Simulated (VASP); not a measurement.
Here is the system:

```yaml
crystal:
  lattice:
    - [0.00000, 3.00194, 3.00194]
    - [3.00194, 0.00000, 3.00194]
    - [3.00194, 3.00194, 0.00000]
  atoms:
    - { symbol: Cu, position: [0.00000, 0.00000, 0.00000] }
    - { symbol: I, position: [0.25000, 0.25000, 0.25000] }
```

The numbers are results of optB88-vdW, VASP's PBE PAW potentials (set 64) (plane waves; VASP), not measurements. Settings: 520 eV cut-off, 8×8×8 Γ-centred mesh, Gaussian smearing of 0.050 eV, potentials Cu I.

Problem. Give the stress tensor in GPa (positive for a compressed cell).

Solution. 
```
1.40  0.00  0.00
0.00  1.40  0.00
0.00  0.00  1.40
```
The pressure is its mean diagonal, 1.40 GPa.

The compound is CuI in the zinc blende structure. This cell is one point of a volume scan, at 0.97 of the reference volume.
